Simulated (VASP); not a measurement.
Method: r2SCAN meta-GGA with spin-orbit coupling, VASP's PBE PAW potentials (set 64) (plane waves; VASP 6.6.1).

VASP ran on this input.

### KPOINTS_OPT
```
k-points along high-symmetry lines
8
Line-mode
Reciprocal
  0.000000   0.000000   0.000000 ! GAMMA
  0.500000  -0.500000   0.500000 ! H

  0.500000  -0.500000   0.500000 ! H
  0.000000  -0.000000   0.500000 ! N

  0.000000  -0.000000   0.500000 ! N
  0.000000   0.000000   0.000000 ! GAMMA

  0.000000   0.000000   0.000000 ! GAMMA
  0.250000   0.250000   0.250000 ! P

  0.250000   0.250000   0.250000 ! P
  0.500000  -0.500000   0.500000 ! H

  0.250000   0.250000   0.250000 ! P
  0.000000  -0.000000   0.500000 ! N
```

KPOINTS:
```
Regular mesh
0
Gamma
8 8 8
0 0 0
```

### INCAR
```
# general
SYSTEM     = Rb
PREC       = Accurate
ENCUT      = 400
LREAL      = .False.
LASPH      = .True.

# electronic loop
EDIFF      = 1E-6
NELM       = 100
ALGO       = Normal
LMAXMIX    = 4
LMIXTAU    = .True.

# smearing
ISMEAR     = 0
SIGMA      = 0.05

# functional
METAGGA    = R2SCAN
GGA_COMPAT = .False.

# spin
MAGMOM     = 0 0 0
LSORBIT    = .True.

# output
LWAVE      = .False.
LCHARG     = .False.
```

File POSCAR:
```
Rb
1.0
 -2.8737885617   2.8737885617   2.8737885617
  2.8737885617  -2.8737885617   2.8737885617
  2.8737885617   2.8737885617  -2.8737885617
Rb
1
direct
  0.0000000000   0.0000000000   0.0000000000
```

POTCAR, in this order: Rb_sv (PBE.64 set). Program: vasp_ncl.

Question: What will the output report for the number of irreducible k-points (NKPTS), number of bands (NBANDS), largest plane-wave count, number of space-group operations, FFT grid (NGX, NGY, NGZ)?

Answer: 
```yaml
number of irreducible k-points (NKPTS): 29
number of bands (NBANDS): 16
largest_plane_wave_count: 3486
number_of_space_group_operations: 48
FFT grid (NGX, NGY, NGZ): 32 × 32 × 32
```

The compound is Rb in the bcc structure. It was relaxed first, which changed the volume by +5 %.
